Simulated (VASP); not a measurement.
Calculation: r2SCAN meta-GGA, VASP's PBE PAW potentials (set 64) (plane waves; VASP 6.6.1).

Input for VASP

**INCAR**
```
# general
SYSTEM  = Ru
PREC    = Accurate
ENCUT   = 400
LREAL   = .False.
LASPH   = .True.

# electronic loop
EDIFF   = 1E-6
NELM    = 100
ALGO    = Normal
LMAXMIX = 4
LMIXTAU = .True.

# smearing
ISMEAR  = 1
SIGMA   = 0.1

# functional
METAGGA = R2SCAN

# ions
IBRION  = 2
NSW     = 60
ISIF    = 3
EDIFFG  = -0.01

# output
LWAVE   = .False.
LCHARG  = .False.
```

### POSCAR
```
Ru
1
   -1.5162945838     1.5162945838     1.5162945838
    1.5162945838    -1.5162945838     1.5162945838
    1.5162945838     1.5162945838    -1.5162945838
Ru
1
Direct
  0.0000000000   0.0000000000   0.0000000000
```

KPOINTS:
```
Automatic mesh
0
Gamma
15 15 15
0 0 0
```

POTCAR, in this order: Ru_pv (PBE.64 set). Program: vasp_std.

What VASP printed:

**OUTCAR**
```
 ion  position               nearest neighbor table
   1  0.000  0.000  0.000-
  LATTYP: Found a body centered cubic cell.
 ALAT       =     3.0325891676
 Subroutine PRICEL returns:
 Original cell was already a primitive cell.
 Subroutine GETGRP returns: Found 48 space group operations
The static configuration has the point symmetry O_h .
The dynamic configuration has the point symmetry O_h .
 Subroutine INISYM returns: Found 48 space group operations
 Subroutine IBZKPT returns following result:
 Found    120 irreducible k-points:

 Following reciprocal coordinates:
            Coordinates               Weight
  0.000000  0.000000  0.000000      1.000000
  0.066667  0.000000  0.000000     12.000000
  0.133333  0.000000  0.000000     12.000000
  0.200000  0.000000  0.000000     12.000000
  0.266667  0.000000  0.000000     12.000000
  0.333333  0.000000  0.000000     12.000000
  0.400000  0.000000  0.000000     12.000000
  0.466667  0.000000  0.000000     12.000000
  0.066667  0.066667  0.000000     24.000000
  0.133333  0.066667 -0.000000     48.000000
  0.200000  0.066667 -0.000000     48.000000
  0.266667  0.066667 -0.000000     48.000000
  0.333333  0.066667  0.000000     48.000000
  0.400000  0.066667  0.000000     48.000000
  0.466667  0.066667  0.000000     24.000000
  0.133333  0.133333  0.000000     24.000000
  0.200000  0.133333  0.000000     48.000000
  0.266667  0.133333  0.000000     48.000000
  0.333333  0.133333  0.000000     48.000000
  0.400000  0.133333 -0.000000     48.000000
  0.200000  0.200000  0.000000     24.000000
  0.266667  0.200000  0.000000     48.000000
  0.333333  0.200000  0.000000     48.000000
  0.400000  0.200000 -0.000000     24.000000
  0.266667  0.266667  0.000000     24.000000
  0.333333  0.266667  0.000000     48.000000
  0.333333  0.333333  0.000000      8.000000
  0.066667  0.066667  0.066667      8.000000
  0.133333  0.066667  0.066667     24.000000
  0.200000  0.066667  0.066667     24.000000
  0.266667  0.066667  0.066667     24.000000
  0.333333  0.066667  0.066667     24.000000
  0.400000  0.066667  0.066667     24.000000
 -0.066667  0.066667  0.066667      6.000000
  0.133333  0.133333  0.066667     24.000000
  0.200000  0.133333  0.066667     48.000000
  0.266667  0.133333  0.066667     48.000000
  0.333333  0.133333  0.066667     48.000000
  0.400000  0.133333  0.066667     24.000000
 -0.133333  0.133333  0.066667     24.000000
   k-points           NKPTS =    120   k-points in BZ     NKDIM =    120   number of bands    NBANDS=     11
   number of dos      NEDOS =    301   number of ions     NIONS =      1
   total plane-waves  NPLWV =   5832
   dimension x,y,z NGX =    18 NGY =   18 NGZ =   18
   dimension x,y,z NGXF=    36 NGYF=   36 NGZF=   36
   ions per type =               1
   PREC   = accura    normal or accurate (medium, high low for compatibility)
   ISTART =      0    job   : 0-new  1-cont  2-samecut
   ICHARG =      2    charge: 1-file 2-atom 10-const
   ISPIN  =      1    spin polarized calculation?
   LNONCOLLINEAR =      F non collinear calculations
   LSORBIT =      F    spin-orbit coupling
   INIWAV =      1    electr: 0-lowe 1-rand  2-diag
   ENCUT  =  400.0 eV  29.40 Ry    5.42 a.u.   4.28  4.28  4.28*2*pi/ulx,y,z
   NELM   =    100;   NELMIN=  2; NELMDL= -5     # of ELM steps
   EDIFF  = 0.1E-05   stopping-criterion for ELM
   LREAL  =      F    real-space projection
   NLSPLINE    = F    spline interpolate recip. space projectors
   LMAXMIX     =    4 max onsite mixed and CHGCAR
   VOSKOWN=      0    Vosko Wilk Nusair interpolation
...
```

### OSZICAR
```
       N       E                     dE             d eps       ncg     rms          rms(c)
DAV:   1     0.694849672089E+02    0.69485E+02   -0.77681E+03  2675   0.113E+03
DAV:   2    -0.288044519331E+02   -0.98289E+02   -0.94522E+02  2715   0.327E+02
DAV:   3    -0.299996355633E+02   -0.11952E+01   -0.11748E+01  3054   0.398E+01
DAV:   4    -0.300043857461E+02   -0.47502E-02   -0.47465E-02  3027   0.261E+00
DAV:   5    -0.300044100896E+02   -0.24343E-04   -0.24343E-04  2972   0.186E-01    0.157E+01
DAV:   6    -0.242534884188E+02    0.57509E+01   -0.69919E+00  2871   0.341E+01    0.157E+00
DAV:   7    -0.247589704228E+02   -0.50548E+00   -0.59198E-01  2742   0.857E+00    0.252E+00
DAV:   8    -0.247682064754E+02   -0.92361E-02   -0.81628E-02  2817   0.365E+00    0.534E-01
DAV:   9    -0.247770805228E+02   -0.88740E-02   -0.28517E-02  2835   0.200E+00    0.379E-01
DAV:  10    -0.247772520250E+02   -0.17150E-03   -0.27803E-03  2832   0.629E-01    0.273E-01
DAV:  11    -0.247774486532E+02   -0.19663E-03   -0.30242E-03  2883   0.668E-01    0.698E-02
DAV:  12    -0.247774249455E+02    0.23708E-04   -0.13023E-04  2895   0.163E-01    0.397E-02
DAV:  13    -0.247774901438E+02   -0.65198E-04   -0.49739E-05  2886   0.846E-02    0.981E-03
DAV:  14    -0.247775091450E+02   -0.19001E-04   -0.55666E-06  2826   0.238E-02    0.154E-03
DAV:  15    -0.247775087203E+02    0.42463E-06   -0.12962E-07  1464   0.465E-03
   1 F= -.24777509E+02 E0= -.24777270E+02  d E =-.247775E+02
       N       E                     dE             d eps       ncg     rms          rms(c)
DAV:   1    -0.247783615170E+02   -0.85237E-03   -0.17506E-02  2706   0.198E+00    0.234E-01
DAV:   2    -0.247774405729E+02    0.92094E-03   -0.23003E-03  2715   0.613E-01    0.391E-02
DAV:   3    -0.247774554619E+02   -0.14889E-04   -0.83074E-05  2874   0.121E-01    0.180E-02
DAV:   4    -0.247774470315E+02    0.84304E-05   -0.48226E-05  2784   0.741E-02    0.196E-02
DAV:   5    -0.247774746487E+02   -0.27617E-04   -0.99394E-06  2751   0.386E-02    0.491E-03
DAV:   6    -0.247774748726E+02   -0.22384E-06   -0.94489E-07  1720   0.102E-02
   2 F= -.24777475E+02 E0= -.24777236E+02  d E =0.338478E-04
       N       E                     dE             d eps       ncg     rms          rms(c)
DAV:   1    -0.247780733843E+02   -0.59874E-03   -0.11182E-02  2688   0.159E+00    0.189E-01
DAV:   2    -0.247774842678E+02    0.58912E-03   -0.14625E-03  2694   0.490E-01    0.310E-02
DAV:   3    -0.247774970877E+02   -0.12820E-04   -0.53783E-05  2850   0.972E-02    0.144E-02
DAV:   4    -0.247774936938E+02    0.33940E-05   -0.30129E-05  2766   0.578E-02    0.158E-02
DAV:   5    -0.247775113179E+02   -0.17624E-04   -0.66215E-06  2721   0.310E-02    0.352E-03
DAV:   6    -0.247775104352E+02    0.88271E-06   -0.45886E-07  1410   0.727E-03
   3 F= -.24777510E+02 E0= -.24777272E+02  d E =-.171490E-05
```

### OUTCAR
```
------------------------ aborting loop because EDIFF is reached ----------------------------------------
  FORCE on cell =-STRESS in cart. coord.  units (eV):
  Direction    XX          YY          ZZ          XY          YZ          ZX
  --------------------------------------------------------------------------------------
  Total        0.0031233      0.0031233      0.0031233      0.0000000      0.0000000     -0.0000000
  in kB        0.3587091      0.3587091      0.3587091      0.0000000      0.0000000     -0.0000000
  external PRESSURE =       0.3587091 kB  Pullay stress =       0.0000000 kB
  volume of cell :       13.95
      direct lattice vectors                 reciprocal lattice vectors
    -1.516493191  1.516493191  1.516493191     0.000000000  0.329708042  0.329708042
     1.516493191 -1.516493191  1.516493191     0.329708042  0.000000000  0.329708042
     1.516493191  1.516493191 -1.516493191     0.329708042  0.329708042  0.000000000
 POSITION                                       TOTAL-FORCE (eV/Angst)
 -----------------------------------------------------------------------------------
      0.00000      0.00000     -0.00000        -0.000000      0.000000     -0.000000
 -----------------------------------------------------------------------------------
    total drift:                                0.000000      0.000000      0.000000
  FREE ENERGIE OF THE ION-ELECTRON SYSTEM (eV)
  ---------------------------------------------------
  free  energy   TOTEN  =       -24.7775104352 eV

  energy  without entropy=      -24.7767936542  energy(sigma->0) =      -24.77727151

 reached required accuracy - stopping structural energy minimisation
```
(Selected blocks of OUTCAR.)

File CONTCAR:
```
Ru
   1.00000000000000
    -1.5164931905229122    1.5164931905229122    1.5164931905229122
     1.5164931905229122   -1.5164931905229122    1.5164931905229122
     1.5164931905229122    1.5164931905229122   -1.5164931905229122
  Ru
     1
Direct
     0.0000000000000000    0.0000000000000000    0.0000000000000000
```

The structure was generated: Ru was put into the bcc type (Im-3m), which need not be its known phase. This run relaxes it. Symmetry was kept, so distortions that lower it aren't found. The start is the result of an earlier pass.
